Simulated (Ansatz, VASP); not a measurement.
# GaAs: VASP beside Ansatz, part 3 of 3

Wanted: the spread between two codes on one cell, functional and k mesh. The cell is taken from a series of runs on this material, whose earlier steps may have relaxed, scaled, displaced or heated it; both programs get it as it stands.

VASP 6.6.1 and Ansatz 0.2.0.

So far: Set-up; Ansatz: zone-centre phonons, LDA, pair 1; VASP: zone-centre phonons, LDA, pair 1; Comparison.

## (5) Ansatz: zone-centre phonons, LDA, pair 2

Level of this step: Ansatz beside VASP: Kohn-Sham DFT, plane waves, LDA (Ansatz).

Second derivatives magnify differences that forces hide, and they need a tight electronic threshold. The cell compared in this pair holds 43.10 Å³, against 42.22 Å³ for the pair before.

The cell is taken from a series of runs on this material, whose earlier steps may have relaxed, scaled, displaced or heated it; both programs get it as it stands.

Contents of input.yaml:

```yaml
crystal:
  lattice:
    - [0.0, 2.7827599839, 2.7827599839]
    - [2.7827599839, 0.0, 2.7827599839]
    - [2.7827599839, 2.7827599839, 0.0]
  atoms:
    - { symbol: Ga, position: [0.0, 0.0, 0.0] }
    - { symbol: As, position: [0.75, 0.75, 0.75] }
kpoints:
  mp_grid: { grid: [12, 12, 12] }
hamiltonian:
  xc: lda
  pseudopotentials: { kind: paw, azcp: { folder: soft_1 }, xc_functional: pbe }
scf:
  occupations: { method: fixed }
output:
  eigenvalues: true
phonons:
  method: dfpt
  dielectric: true
  rigid_motions: translations
```

Started as:

```bash
ansatz run input.yaml --threads 4 --pin off --max-ram 10240MiB --backend cpu --events-out ev --progress --plain --runs-dir out
```

Numbers of over 12 decimals in the logs are rounded to 6 here.

The log of the run:

```text
[...]
Crystal: 2 atoms, lattice volume = 43.098 Å³
Basis set: ecut = 420 eV, 869 PW (Γ), exchange–correlation on 54×54×54 points (8 copies of the dense FFT grid, shifted against one another)
Bands: 18, of which v1, the nominal top of the filled ones, is band 14 counted from 1 (13 counted from 0)
Symmetry: 24 space group operations
k-points: 280 of 1728 (irreducible under 4 space group operations, time reversal used)
[...]
optical modes at Γ + LO–TO along q̂ = [1.0000, 0.0000, 0.0000]:
      ω (cm⁻¹)  modes    IR ((D/Å)²/amu)
[...]
optical modes at Γ + LO–TO along q̂ = [0.0000, 1.0000, 0.0000]:
      ω (cm⁻¹)  modes    IR ((D/Å)²/amu)
        275.49      2             5.2245
        292.47      1             2.6122
  optical modes at Γ + LO–TO along q̂ = [0.0000, 0.0000, 1.0000]:
      ω (cm⁻¹)  modes    IR ((D/Å)²/amu)
        275.49      2             5.2245
        292.47      1             2.6122
[key lines of the parts left out:]
SCF converged after 9 iterations
Free energy (F): -8481.302808 eV
Fermi energy:    8.252709 eV
```

## (6) VASP: zone-centre phonons, LDA, pair 2

The same cell, functional (in two slightly different forms) and mesh now go to VASP, with its own data sets.

Contents of INCAR:

```
SYSTEM = GaAs
PREC = Accurate
ENCUT = 500
EDIFF = 1E-08
NELM = 120
ISMEAR = 0
SIGMA = 0.01
LREAL = .FALSE.
ALGO = Normal
GGA = CA
NBANDS = 15
LORBIT = 11
LWAVE = .FALSE.
LCHARG = .FALSE.
ISIF = 2
IBRION = 8
LEPSILON = .TRUE.
LASPH = .TRUE.
GGA_COMPAT = .FALSE.
EFERMI = MIDGAP
KPAR = 2
```

Contents of POSCAR:

```
GaAs
1.0
    0.0000000000      2.7827599839      2.7827599839
    2.7827599839      0.0000000000      2.7827599839
    2.7827599839      2.7827599839      0.0000000000
Ga As
1 1
Direct
    0.0000000000      0.0000000000      0.0000000000
    0.7500000000      0.7500000000      0.7500000000
```

Contents of KPOINTS:

```
Automatic mesh
0
Gamma
12 12 12
0 0 0
```

PAW data sets: Ga_d and As (LDA family, release 64).

Started as:

```bash
mpirun -np 2 vasp_std
```

The log of the run:

```text
[... set-up lines as in an earlier step ...]
 entering main loop
       N       E                     dE             d eps       ncg     rms          rms(c)
DAV:   1     0.816861608536E+02    0.81686E+02   -0.87829E+03  2192   0.164E+03
DAV:   2    -0.343811543361E+01   -0.85124E+02   -0.81716E+02  2440   0.318E+02
DAV:   3    -0.978104580602E+01   -0.63429E+01   -0.63187E+01  2608   0.696E+01
DAV:   4    -0.987676365319E+01   -0.95718E-01   -0.95704E-01  2611   0.942E+00
[...]
DAV:  11    -0.963580634915E+01   -0.46629E-05   -0.68002E-06  2482   0.407E-02    0.270E-03
DAV:  12    -0.963580622989E+01    0.11926E-06   -0.50283E-07  3172   0.105E-02    0.207E-03
DAV:  13    -0.963580623006E+01   -0.17235E-09   -0.66986E-08  2665   0.217E-03
   1 F= -.96358062E+01 E0= -.96358062E+01  d E =0.000000E+00
 Linear response reoptimize wavefunctions to high precision
DAV:   1    -0.963580623024E+01   -0.17644E-09   -0.13813E-09  2108   0.325E-04
DAV:   2    -0.963580623025E+01   -0.72760E-11   -0.10340E-10  1549   0.103E-04
 Linear response G [H, r] |phi>, progress :
  Direction:   1
[...]
RMM:  15    -0.165614241557E+00    0.73863E-08   -0.68809E-08 13244   0.123E-05    0.128E-07
 first order change of Fermi-energy   0.10630E+01
 force on displaced ion       1 direction 1 : -10.244  -0.000  -0.000
 Born effective charge ion    1 direction 1 :   2.002   0.000   0.000
 Linear response progress:
  Degree of freedom:   2/  2
       N       E                     dE             d eps       ncg     rms          rms(c)
RMM:   1    -0.451507455631E-01   -0.45151E-01    0.60929E-02 18856   0.158E+00
RMM:   2    -0.444114206175E-01    0.73932E-03   -0.44387E-03 15042   0.423E-01    0.840E-02
RMM:   3    -0.443811040369E-01    0.30317E-04   -0.44071E-04 16778   0.134E-01    0.462E-02
RMM:   4    -0.445510709542E-01   -0.16997E-03   -0.95460E-05 16630   0.586E-02    0.422E-03
[...]
RMM:   9    -0.445361663388E-01    0.52018E-07   -0.12170E-09 17544   0.243E-04    0.145E-05
RMM:  10    -0.445360981126E-01    0.68226E-07    0.24636E-10 16824   0.900E-05    0.446E-06
RMM:  11    -0.445360946490E-01    0.34636E-08    0.21974E-09 16817   0.354E-05    0.128E-06
 first order change of Fermi-energy  -0.10627E+01
 force on displaced ion       2 direction 1 : -10.210  -0.000  -0.000
 Born effective charge ion    2 direction 1 :  -2.054   0.000   0.000
 Born effective charges drift removed
 Linear response finished
```

OUTCAR, selected parts (step 6):

```text
  Total        0.5181056      0.5181056      0.5181056     -0.0000000      0.0000000      0.0000000
  in kB       19.2606812     19.2606812     19.2606812     -0.0000000      0.0000000      0.0000000
  external PRESSURE =      19.2606812 kB  Pullay stress =       0.0000000 kB

 POSITION                                       TOTAL-FORCE (eV/Angst)
 -----------------------------------------------------------------------------------
      0.00000      0.00000      0.00000         0.000000      0.000000      0.000000
      4.17414      4.17414      4.17414        -0.000000     -0.000000     -0.000000
 -----------------------------------------------------------------------------------
    total drift:                                0.000000      0.000000      0.000000

 MACROSCOPIC STATIC DIELECTRIC TENSOR (including local field effects in DFT)
 ------------------------------------------------------
          15.126533    -0.000000    -0.000000
           0.000000    15.126533    -0.000000
           0.000000     0.000000    15.126533
 ------------------------------------------------------

 MACROSCOPIC STATIC DIELECTRIC TENSOR IONIC CONTRIBUTION
 ------------------------------------------------------
           1.695090    -0.000000    -0.000000
          -0.000000     1.695090    -0.000000
          -0.000000    -0.000000     1.695090
 ------------------------------------------------------

[... 1 part as in an earlier step ...]

[... 1 further part left out ...]
```

## (7) Differences

What differs besides the data sets and the points named for the pairs above, as far as they apply: the data sets hold 28 valence electrons in Ansatz (on its PAW soft_1 files) and 18 in VASP. Total energies have different zeros and are not compared.

The two programs side by side:

| quantity | Ansatz | VASP | difference |
| --- | --- | --- | --- |
| ε∞ xx | 13.41 | 15.13 | -11.34 % |
| ε∞ yy | 13.41 | 15.13 | -11.34 % |
| ε∞ zz | 13.41 | 15.13 | -11.34 % |
| Born charge of Ga1 (mean of the diagonal) (e) | 2.02 | 2.03 | -0.01 |
| Born charge of As2 (mean of the diagonal) (e) | -2.02 | -2.03 | +0.01 |
| optical mode 1 to 3 (cm⁻¹) | 275.5 | 277.5 | -0.73 % |

Modes are paired by rising frequency, not by their patterns, so a pair may set unlike modes beside each other; they are those without the splitting of longitudinal modes.

## (8) Results

- difference in ε∞ xx (zone-centre phonons, LDA, pair 1): -6.7 %
- difference in ε∞ xx (zone-centre phonons, LDA, pair 2): -11 %

In words: The difference in ε∞ xx is -11 % (zone-centre phonons, LDA, pair 2), beyond the 5 % picked in this series as the mark of a large difference. The data sets hold unlike numbers of valence electrons (28 in Ansatz and 18 in VASP), so part of the differences comes from the potentials. What causes the difference of the zone-centre phonons, LDA, pair 1 pair stays open here. What causes the difference of the zone-centre phonons, LDA, pair 2 pair stays open here. How closely two codes agree says nothing of how well the functional describes the real material.

[Lines on the potential files, build, host, timing and source positions are cut from VASP's logs without a mark.]

[Logs are printed without paths, hosts, clocks, repeated set-up lines and the standing remarks that a program may print on its own settings, such as how far it seeks lower states.]

[Hosts, paths, dates, database ids (printed as entryN), source tags and the programs' standing remarks are cut or masked in the printed files.]
